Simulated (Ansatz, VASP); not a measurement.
CuBiH3 in VASP and in Ansatz

```
Cu Bi H
1.0
     4.16612    0.00000    0.00000
     0.00000    4.16612    0.00000
     0.00000    0.00000    4.16612
Cu Bi H
1 1 3
Cartesian
  0.0000 0.0000 0.0000
  2.0831 2.0831 2.0831
  0.0000 2.0831 2.0831
  2.0831 0.0000 2.0831
  2.0831 2.0831 0.0000
```

Alike in both runs: functional PBE; k mesh 4 × 4 × 4; occupations gaussian, width 0.1 eV; no spin polarisation.

Ansatz relaxed the structure, and its values are those at the end. VASP's run is a single point on that final structure, the one shown.

```csv
,VASP,Ansatz
version,VASP 6.6.1,Ansatz 0.2.0
potentials or method,"VASP PAW PBE potentials, release 64 (Cu, Bi_d, H)","scalar-relativistic, plane waves, PAW"
plane-wave cutoff (eV),520,420
valence electrons in the cell,29,37
```

```csv
,VASP,Ansatz,Ansatz less VASP
gap on the k mesh at the Fermi level (eV),none,none,-
pressure (GPa),0.3,0.4,+0.05
```

A gap of «none» marks a metal or a gap that the smearing closes. The two sets of potentials don't hold the same shells in valence.

Caveats: the k mesh is coarse (spacing up to 0.38 Å⁻¹), so the values aren't converged; spin-orbit coupling is left out, which moves the levels of the heavy elements.
